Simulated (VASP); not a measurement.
# GW on AlN: a test of the settings, part 2 of 2

How far does the GW correction to the gap of AlN depend on the settings? The starting structure is a measured crystal structure from the Crystallography Open Database. Cell and atoms stay as given.

VASP 6.6.1.

Results so far: G0W0 (response cutoff 100 eV, 4×4×3 mesh) 5.62 eV; G0W0 (response cutoff 160 eV, 4×4×3 mesh) 5.76 eV.

## 4. GW0 with iterated eigenvalues (response cutoff 160 eV, 4×4×3 mesh)

Level of this step: evGW0 on LDA; plane waves and PAW (Al_GW, N_GW) (VASP).

It reads the orbitals and their derivatives (WAVECAR and WAVEDER) of a run with the empty bands, which follows a ground-state run; neither is shown.

The input, INCAR:

```
SYSTEM = AlN
PREC = Accurate
ENCUT = 450
ISMEAR = 0
SIGMA = 0.01
LREAL = .FALSE.
GGA = CA
NBANDS = 192
ALGO = EVGW0
NELMGW = 4
ENCUTGW = 160
NOMEGA = 40
PRECFOCK = Fast
NBANDSGW = 16
LWAVE = .FALSE.
LCHARG = .FALSE.
```

The input, POSCAR:

```
AlN
1.0
    3.1110000000      0.0000000000      0.0000000000
   -1.5555000000      2.6942050312      0.0000000000
    0.0000000000      0.0000000000      4.9780000000
Al N
2 2
Direct
    0.6666666667      0.3333333333      0.5000000000
    0.3333333333      0.6666666667      0.0000000000
    0.6666666667      0.3333333333      0.8850000000
    0.3333333333      0.6666666667      0.3850000000
```

The input, KPOINTS:

```
Automatic mesh
0
Gamma
4 4 3
0 0 0
```

Potentials, in the order of the species: Al_GW and N_GW (LDA family, release 64).

The run is started by

```sh
$ mpirun -np 4 vasp_std
```

What it wrote:

```text
[banner, memory and clock lines left out]
running    4 mpi-ranks, on    1 nodes
[...]
[... a notice as in an earlier step ...]

 LDA part: xc-table for (Slater(with rela. corr.)+CA(PZ))
 , standard interpolation
 found WAVECAR, reading the header
 POSCAR, INCAR and KPOINTS ok, starting setup
[...]
reading WAVECAR
 the WAVECAR file was read successfully
 initial charge from wavefunction
 available memory per node:    131.17 GB, setting MAXMEM to    134317

 The Fermi energy was updated, please check that it is located mid-gap
 values below the HOMO (VB) or above the LUMO (CB) will cause erroneous energies
 E-fermi :   7.1879

 calculate exact exchange contribution
 the WAVEDER file was read successfully
energies w=
    0.000    0.000    0.917    0.000    1.828    0.000    2.729    0.000
    3.616    0.000    4.485    0.000    5.336    0.000    6.168    0.000
    6.982    0.000    7.779    0.000    8.562    0.000    9.334    0.000
[...]
total number of BLAS operations        227.48 Gflops
NQ=   4    0.2500    0.2500    0.0000,
|.........|.........|.........|.........|.........|.........|.........|.........
 performed       1160000 updates of chi_q(r,r)
 total number of BLAS operations        337.75 Gflops
NQ=   5    0.0000    0.0000    0.3333,
|.........|.........|.........|.........|.........|.........|.........|.........
 performed       1375000 updates of chi_q(r,r)
 total number of BLAS operations        403.84 Gflops
NQ=   6    0.2500    0.0000    0.3333,
|.........|.........|.........|.........|.........|.........|.........|.........
 performed       1755000 updates of chi_q(r,r)
 total number of BLAS operations        515.01 Gflops
NQ=   7    0.5000    0.0000    0.3333,
|.........|.........|.........|.........|.........|.........|.........|.........
 performed       2080000 updates of chi_q(r,r)
 total number of BLAS operations        607.08 Gflops
NQ=   8    0.2500    0.2500    0.3333,
|.........|.........|.........|.........|.........|.........|.........|.........
 performed       2516000 updates of chi_q(r,r)
 total number of BLAS operations        731.74 Gflops
 resolving degeneracies of screened two electron integrals

 calculate QP shifts <psi_nk| G(iteration)W_0 |psi_nk>: iteration 4
 entering main loop
```

Wall time 3.7 min (4 MPI ranks of AMD EPYC 7R43, shared host); peak memory 0.64 GiB; 15 min of CPU time.

Parts of OUTCAR (step 4):

```text
 QP shifts <psi_nk| G(iteration)W_0 |psi_nk>: iteration 2
 k-point   1 :       0.0000    0.0000    0.0000
  band No. old QP-enery  QP-energies   sigma(KS)   T+V_ion+V_H  V^pw_x(r,r')   Z            occupation Imag(sigma)
    ...
      5       3.3009       3.1407     -17.5099      20.6033     -20.6244       0.7717       2.0000       0.1316
      6       4.0381       3.8920     -17.8721      21.7221     -20.8310       0.7771       2.0000       0.1272
      7       4.0381       3.8920     -17.8721      21.7221     -20.8310       0.7771       2.0000       0.1272
      8       4.3837       4.2486     -17.8970      22.1075     -20.7172       0.7796       2.0000       0.1230
      9      10.1430      10.2578     -11.7850      22.0700      -7.8250       0.8089       0.0000      -0.0768
     10      12.6732      12.8200     -10.1196      22.9736      -5.6740       0.8118       0.0000      -0.0933
     11      16.9086      17.1193     -12.7768      29.9684      -7.1603       0.7445       0.0000      -0.1919
     12      17.1746      17.3440      -8.9790      26.3655      -3.9323       0.7998       0.0000      -0.1452
    ...

 QP shifts <psi_nk| G(iteration)W_0 |psi_nk>: iteration 3
 k-point   1 :       0.0000    0.0000    0.0000
  band No. old QP-enery  QP-energies   sigma(KS)   T+V_ion+V_H  V^pw_x(r,r')   Z            occupation Imag(sigma)
    ...
      5       3.1407       3.1094     -17.5031      20.6033     -20.6244       0.7721       2.0000       0.1319
      6       3.8920       3.8631     -17.8672      21.7221     -20.8310       0.7778       2.0000       0.1273
      7       3.8920       3.8631     -17.8672      21.7221     -20.8310       0.7778       2.0000       0.1273
      8       4.2486       4.2222     -17.8928      22.1075     -20.7172       0.7797       2.0000       0.1233
      9      10.2578      10.2713     -11.7955      22.0700      -7.8250       0.8096       0.0000      -0.0768
     10      12.8200      12.8392     -10.1300      22.9736      -5.6740       0.8117       0.0000      -0.0940
     11      17.1193      17.1510     -12.8066      29.9684      -7.1603       0.7467       0.0000      -0.1958
     12      17.3440      17.3667      -8.9931      26.3655      -3.9323       0.7985       0.0000      -0.1466
    ...

 QP shifts <psi_nk| G(iteration)W_0 |psi_nk>: iteration 4
 k-point   1 :       0.0000    0.0000    0.0000
  band No. old QP-enery  QP-energies   sigma(KS)   T+V_ion+V_H  V^pw_x(r,r')   Z            occupation Imag(sigma)
    ...
      5       3.1094       3.1030     -17.5021      20.6033     -20.6244       0.7721       2.0000       0.1319
      6       3.8631       3.8572     -17.8666      21.7221     -20.8310       0.7779       2.0000       0.1274
      7       3.8631       3.8572     -17.8666      21.7221     -20.8310       0.7779       2.0000       0.1274
      8       4.2222       4.2166     -17.8925      22.1075     -20.7172       0.7806       2.0000       0.1234
      9      10.2713      10.2724     -11.7973      22.0700      -7.8250       0.8100       0.0000      -0.0768
     10      12.8392      12.8413     -10.1318      22.9736      -5.6740       0.8117       0.0000      -0.0942
     11      17.1510      17.1548     -12.8122      29.9684      -7.1603       0.7470       0.0000      -0.1965
     12      17.3667      17.3707      -8.9937      26.3655      -3.9323       0.7997       0.0000      -0.1466
    ...

[... 3 parts as in an earlier step ...]

[... 1 further part left out ...]
[key lines of the parts left out:]
E-fermi :   7.1879
```

GW0 with iterated eigenvalues (response cutoff 160 eV, 4×4×3 mesh): the quasiparticle gap on this mesh is 6.056 eV, +1.883 eV from the LDA gap on the same points, with 192 bands.

## 5. G0W0 (response cutoff 100 eV, 6×6×3 mesh)

It reads the orbitals and their derivatives (WAVECAR and WAVEDER) of a run with the empty bands, which follows a ground-state run; neither is shown.

INCAR, as its differences from that of step 4:

```diff
@@ -7,6 +7,6 @@
 GGA = CA
-NBANDS = 192
+NBANDS = 96
 ALGO = EVGW0
-NELMGW = 4
-ENCUTGW = 160
+NELMGW = 1
+ENCUTGW = 100
 NOMEGA = 40
```

POSCAR is that of step 4.

The input, KPOINTS:

```
Automatic mesh
0
Gamma
6 6 3
0 0 0
```

The run is started by

```sh
$ mpirun -np 4 vasp_std
```

What it wrote:

```text
[banner, memory and clock lines left out]
running    4 mpi-ranks, on    1 nodes
[...]
[... a notice as in an earlier step ...]

 LDA part: xc-table for (Slater(with rela. corr.)+CA(PZ))
 , standard interpolation
 found WAVECAR, reading the header
 POSCAR, INCAR and KPOINTS ok, starting setup
[...]
reading WAVECAR
 the WAVECAR file was read successfully
 initial charge from wavefunction
 available memory per node:    152.33 GB, setting MAXMEM to    155984

 The Fermi energy was updated, please check that it is located mid-gap
 values below the HOMO (VB) or above the LUMO (CB) will cause erroneous energies
 E-fermi :   7.1793

 calculate exact exchange contribution
 the WAVEDER file was read successfully
energies w=
    0.000    0.000    0.974    0.000    1.943    0.000    2.900    0.000
    3.843    0.000    4.767    0.000    5.671    0.000    6.555    0.000
    7.420    0.000    8.267    0.000    9.099    0.000    9.919    0.000
[...]
total number of BLAS operations        205.15 Gflops
NQ=  10    0.3333   -0.0000    0.3333,
|.........|.........|.........|.........|.........|.........|.........|.........
 performed       3158000 updates of chi_q(r,r)
 total number of BLAS operations        234.09 Gflops
NQ=  11    0.5000   -0.0000    0.3333,
|.........|.........|.........|.........|.........|.........|.........|.........
 performed       3475000 updates of chi_q(r,r)
 total number of BLAS operations        253.79 Gflops
NQ=  12    0.1667    0.1667    0.3333,
|.........|.........|.........|.........|.........|.........|.........|.........
 performed       3903000 updates of chi_q(r,r)
 total number of BLAS operations        284.73 Gflops
NQ=  13    0.3333    0.1667    0.3333,
|.........|.........|.........|.........|.........|.........|.........|.........
 performed       4386000 updates of chi_q(r,r)
 total number of BLAS operations        318.93 Gflops
NQ=  14    0.3333    0.3333    0.3333,
|.........|.........|.........|.........|.........|.........|.........|.........
 performed       4648000 updates of chi_q(r,r)
 total number of BLAS operations        337.11 Gflops
 resolving degeneracies of screened two electron integrals

 calculate QP shifts <psi_nk| G(iteration)W_0 |psi_nk>: iteration 1
 entering main loop
```

Elapsed: 2.1 min, on 4 MPI ranks; peak memory 0.62 GiB; 8.2 min of CPU time.

OUTCAR, selected parts (step 5):

```text
 QP shifts <psi_nk| G(iteration)W_0 |psi_nk>: iteration 1
 for sc-GW calculations column KS-energies equals QP-energies in previous step
 and V_xc(KS)=  KS-energies - (<T + V_ion + V_H > + <T+V_H+V_ion>^1  + <V_x>^1)
 k-point   1 :       0.0000    0.0000    0.0000
  band No.  KS-energies  QP-energies   sigma(KS)   V_xc(KS)     V^pw_x(r,r')   Z            occupation Imag(sigma)
    ...
      5       4.1347       3.5469     -17.2152     -16.4572     -20.5613       0.7754       2.0000       0.1162
      6       4.7954       4.3003     -17.5481     -16.9138     -20.7589       0.7806       2.0000       0.1082
      7       4.7954       4.3003     -17.5481     -16.9138     -20.7589       0.7806       2.0000       0.1082
      8       5.0902       4.6306     -17.5993     -17.0089     -20.7528       0.7785       2.0000       0.1044
      9       9.2684      10.2845     -11.5436     -12.7954      -7.9231       0.8116       0.0000      -0.0937
     10      11.5833      12.8023      -9.8982     -11.3913      -5.7674       0.8164       0.0000      -0.1074
     11      15.5547      17.1264     -12.3308     -14.4086      -7.1869       0.7564       0.0000      -0.2122
     12      15.9679      17.3089      -8.7289     -10.3998      -3.9658       0.8026       0.0000      -0.1581
    ...

[... 1 part as in an earlier step ...]

[... 2 further parts left out ...]
[key lines of the parts left out:]
E-fermi :   7.1793
```

G0W0 (response cutoff 100 eV, 6×6×3 mesh): the quasiparticle gap on this mesh is 5.654 eV, +1.476 eV from the LDA gap on the same points, with 96 bands.

## 6. G0W0 (response cutoff 100 eV, 4×4×3 mesh, 8 empty bands)

It reads the orbitals and their derivatives (WAVECAR and WAVEDER) of a run with the empty bands, which follows a ground-state run; neither is shown.

INCAR, as its differences from that of step 5:

```diff
@@ -7,3 +7,3 @@
 GGA = CA
-NBANDS = 96
+NBANDS = 16
 ALGO = EVGW0
```

POSCAR is that of step 5.

The input, KPOINTS:

```
Automatic mesh
0
Gamma
4 4 3
0 0 0
```

The run is started by

```sh
$ mpirun -np 4 vasp_std
```

What it wrote:

```text
[banner, memory and clock lines left out]
running    4 mpi-ranks, on    1 nodes
[...]
[... a notice as in an earlier step ...]

 LDA part: xc-table for (Slater(with rela. corr.)+CA(PZ))
 , standard interpolation
 found WAVECAR, reading the header
 POSCAR, INCAR and KPOINTS ok, starting setup
[...]
reading WAVECAR
 the WAVECAR file was read successfully
 initial charge from wavefunction
 available memory per node:    139.17 GB, setting MAXMEM to    142512

 The Fermi energy was updated, please check that it is located mid-gap
 values below the HOMO (VB) or above the LUMO (CB) will cause erroneous energies
 E-fermi :   7.1879

 calculate exact exchange contribution
 the WAVEDER file was read successfully
energies w=
    0.000    0.000    0.900    0.000    1.795    0.000    2.679    0.000
    3.550    0.000    4.403    0.000    5.239    0.000    6.055    0.000
    6.854    0.000    7.637    0.000    8.405    0.000    9.163    0.000
[...]
total number of BLAS operations          3.49 Gflops
NQ=   4    0.2500    0.2500    0.0000,
|.........|.........|.........|.........|.........|.........|.........|.........
 performed         73000 updates of chi_q(r,r)
 total number of BLAS operations          5.05 Gflops
NQ=   5    0.0000    0.0000    0.3333,
|.........|.........|.........|.........|.........|.........|.........|.........
 performed         85000 updates of chi_q(r,r)
 total number of BLAS operations          6.11 Gflops
NQ=   6    0.2500    0.0000    0.3333,
|.........|.........|.........|.........|.........|.........|.........|.........
 performed        111000 updates of chi_q(r,r)
 total number of BLAS operations          8.20 Gflops
NQ=   7    0.5000    0.0000    0.3333,
|.........|.........|.........|.........|.........|.........|.........|.........
 performed        132000 updates of chi_q(r,r)
 total number of BLAS operations          9.53 Gflops
NQ=   8    0.2500    0.2500    0.3333,
|.........|.........|.........|.........|.........|.........|.........|.........
 performed        162000 updates of chi_q(r,r)
 total number of BLAS operations         11.80 Gflops
 resolving degeneracies of screened two electron integrals

 calculate QP shifts <psi_nk| G(iteration)W_0 |psi_nk>: iteration 1
 entering main loop
```

It took 11 s on 4 MPI ranks; peak memory 0.37 GiB; 40 s of CPU time.

From OUTCAR (step 6):

```text
 QP shifts <psi_nk| G(iteration)W_0 |psi_nk>: iteration 1
 for sc-GW calculations column KS-energies equals QP-energies in previous step
 and V_xc(KS)=  KS-energies - (<T + V_ion + V_H > + <T+V_H+V_ion>^1  + <V_x>^1)
 k-point   1 :       0.0000    0.0000    0.0000
  band No.  KS-energies  QP-energies   sigma(KS)   V_xc(KS)     V^pw_x(r,r')   Z            occupation Imag(sigma)
    ...
      5       4.1465       4.3158     -16.2376     -16.4568     -20.6244       0.7727       2.0000       0.1416
      6       4.8082       5.0945     -16.5463     -16.9140     -20.8310       0.7787       2.0000       0.1313
      7       4.8082       5.0945     -16.5463     -16.9140     -20.8310       0.7787       2.0000       0.1313
      8       5.1012       5.4600     -16.5468     -17.0063     -20.7172       0.7809       2.0000       0.1259
      9       9.2745      11.2322     -10.3869     -12.7955      -7.8250       0.8128       0.0000      -0.0893
     10      11.5856      14.0626      -8.3994     -11.3880      -5.6740       0.8288       0.0000      -0.0944
     11      15.5623      18.3650     -10.7322     -14.4060      -7.1603       0.7629       0.0000      -0.2102
     12      15.9683      18.9448      -6.7996     -10.3972      -3.9323       0.8274       0.0000      -0.1317
    ...

[... 1 part as in an earlier step ...]

[... 2 further parts left out ...]
[key lines of the parts left out:]
E-fermi :   7.1879
```

G0W0 (response cutoff 100 eV, 4×4×3 mesh, 8 empty bands): the quasiparticle gap on this mesh is 5.772 eV, +1.599 eV from the LDA gap on the same points, with 16 bands.

## 7. Comparison

```
                                                               run  LDA gap on the mesh (eV)  GW gap (eV)  correction (eV)  bands
                         G0W0 (response cutoff 100 eV, 4×4×3 mesh)                     4.173        5.616            1.442     96
                         G0W0 (response cutoff 160 eV, 4×4×3 mesh)                     4.173        5.759            1.586    192
GW0 with iterated eigenvalues (response cutoff 160 eV, 4×4×3 mesh)                     4.173        6.056            1.883    192
                         G0W0 (response cutoff 100 eV, 6×6×3 mesh)                     4.178        5.654            1.476     96
          G0W0 (response cutoff 100 eV, 4×4×3 mesh, 8 empty bands)                     4.173        5.772            1.599     16
```

## 8. What came out

- gap, G0W0 (response cutoff 100 eV, 4×4×3 mesh): 5.616 eV
- gap, G0W0 (response cutoff 160 eV, 4×4×3 mesh): 5.759 eV
- gap, GW0 with iterated eigenvalues (response cutoff 160 eV, 4×4×3 mesh): 6.056 eV
- gap, G0W0 (response cutoff 100 eV, 6×6×3 mesh): 5.654 eV
- gap, G0W0 (response cutoff 100 eV, 4×4×3 mesh, 8 empty bands): 5.772 eV

What this shows: The correction to the LDA gap of AlN is +1.442 eV at a response cutoff of 100 eV, +1.586 eV at a response cutoff of 160 eV. The number of bands rises with the cutoff. On a 6×6×3 mesh in place of 4×4×3 the correction is +1.476 eV against +1.442 eV. Iterating the eigenvalues in G raises the gap by +0.296 eV. With 8 empty bands alone, a slip made on purpose, the correction is +1.599 eV against +1.442 eV. Errors of the two band edges can cancel in a gap, so a value close to the better runs would prove nothing. From a response cutoff of 100 to 160 eV the correction still moves by +0.144 eV, so cutoff and bands aren't shown to be converged. The LDA gap along the bands, from another run on this structure, is 4.186 eV. On the 4×4×3 mesh it is 4.173 eV, so this mesh comes close to the edges. On the 6×6×3 mesh it is 4.178 eV, so this mesh comes close to the edges. Further runs on this material are not shown.

[Lines on the potential files, build, host, timing and source positions are cut from VASP's logs without a mark.]

[Logs are printed without paths, hosts, clocks, repeated set-up lines and the standing remarks that a program may print on its own settings, such as how far it seeks lower states.]

[Hosts, paths, dates, database ids (printed as entryN), source tags and the programs' standing remarks are cut or masked in the printed files.]
